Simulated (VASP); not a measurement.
Given:

```yaml
crystal:
  lattice:
    - [0.00000, 2.63139, 2.63139]
    - [2.63139, 0.00000, 2.63139]
    - [2.63139, 2.63139, 0.00000]
  atoms:
    - { symbol: Mg, position: [0.00000, 0.00000, 0.00000] }
    - { symbol: S, position: [0.50000, 0.50000, 0.50000] }
```

Method: revTPSS meta-GGA, VASP's PBE PAW potentials (set 64) (plane waves; VASP). Settings: 520 eV cut-off, 9×9×9 Γ-centred mesh, Gaussian smearing of 0.050 eV, potentials Mg S.

**Question.** Give the stress tensor in GPa (positive for a compressed cell).

**Answer.** 
```
-2.15   0.00   0.00
 0.00  -2.15   0.00
 0.00   0.00  -2.15
```
The pressure is its mean diagonal, -2.15 GPa.

The compound is MgS in the rock salt structure. This cell is one point of a volume scan, at 1.03 of the reference volume.
